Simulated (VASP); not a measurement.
An input for Quantum ESPRESSO's pw.x (written as the equivalent of a VASP run, and not itself run):

```
&CONTROL
  calculation = 'scf'
  pseudo_dir = './pseudo'
  outdir = './out'
  tprnfor = .true.
  tstress = .true.
/
&SYSTEM
  ibrav = 0
  nat = 3
  ntyp = 1
  ecutwfc = 74
  occupations = 'smearing'
  smearing = 'gaussian'
  degauss = 0.003675
  input_dft = 'pz'
/
&ELECTRONS
  conv_thr = 7.3e-08
  electron_maxstep = 100
/
ATOMIC_SPECIES
  H 1.008 H.upf
CELL_PARAMETERS angstrom
     2.5156830    0.0000000    0.0000000
    -1.2578410    2.1786450    0.0000000
     0.0000000    0.0000000    1.5300790
ATOMIC_POSITIONS crystal
  H    0.0000000  0.0000000  0.0000000
  H    0.3333330  0.6666670  0.5000000
  H    0.6666670  0.3333330  0.5000000
K_POINTS automatic
  10 10 14 0 0 0
```

### Question
Translate this input to VASP (INCAR, KPOINTS, POSCAR, choice of POTCAR).

### Answer
Several could match; the one computed here: 
**INCAR**
```
SYSTEM = H2
PREC = Accurate
ENCUT = 300
EDIFF = 1E-6
NELM = 100
ALGO = Normal
LREAL = .FALSE.
LASPH = .TRUE.
ISMEAR = 0
SIGMA = 0.05
LWAVE = .FALSE.
LCHARG = .FALSE.
ISIF = 2
```

**POSCAR**
```
H2
1
    2.5156830000     0.0000000000     0.0000000000
   -1.2578410000     2.1786450000     0.0000000000
    0.0000000000     0.0000000000     1.5300790000
H
3
Direct
  0.0000000000   0.0000000000   0.0000000000
  0.3333330000   0.6666670000   0.5000000000
  0.6666670000   0.3333330000   0.5000000000
```

File KPOINTS:
```
Automatic mesh
0
Gamma
10 10 14
0 0 0
```

POTCAR, in this order: H (LDA.64 set). Program: vasp_std.

Limits of the translation: the potentials are each code's own (VASP's PAW set, PseudoDojo norm-conserving files in pw.x), so ENCUT and ecutwfc are chosen apart and not converted; conv_thr bounds pw.x's estimated SCF error, while EDIFF bounds the energy change between steps.

The structure was generated: H2 was put into an ordered model structure, which need not be its known phase. The cell was not relaxed at this level, and its volume differs by -5.9 % from the start's.
